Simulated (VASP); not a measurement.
Data:

```
CELL_PARAMETERS angstrom
      1.55992    -2.70185     0.00000
      1.55992     2.70185     0.00000
      0.00000     0.00000    13.66201
ATOMIC_POSITIONS crystal
  Mo 0.33333 0.66667 0.25000
  Mo 0.66667 0.33333 0.75000
  S  0.33333 0.66667 0.86200
  S  0.66667 0.33333 0.36200
  S  0.66667 0.33333 0.13800
  S  0.33333 0.66667 0.63800
```

All values below come from PBE GGA, VASP's PBE PAW potentials (set 64) (plane waves; VASP). Numerical set-up: 520 eV cut-off, 8×8×2 Γ-centred mesh, Gaussian smearing of 0.050 eV, potentials Mo_sv S.

Without a dispersion term in the relaxation, distances and binding between the weakly bound layers, chains or molecules are unreliable, and so is what depends on them.

### Question
The ions and cell shape at fixed volume are relaxed. Predict the relaxed structure.

### Answer

```
CELL_PARAMETERS angstrom
      1.58904    -2.75230     0.00000
      1.58904     2.75230     0.00000
      0.00000     0.00000    13.16580
ATOMIC_POSITIONS crystal
  Mo 0.33333 0.66667 0.25000
  Mo 0.66667 0.33333 0.75000
  S  0.33333 0.66667 0.86869
  S  0.66667 0.33333 0.36869
  S  0.66667 0.33333 0.13131
  S  0.33333 0.66667 0.63131
```
Space group P6_3/mmc (194), at a tolerance of 0.03 Å.

### Question
How much energy does the relaxation gain?

### Answer
The energy (σ→0) changes by -29.8 meV/atom, in 8 ionic steps.

The compound is MoS2 in the 2H layered structure. This cell is one point of a volume scan, at 0.94 of the reference volume. Symmetry was kept, so distortions that lower it aren't found.
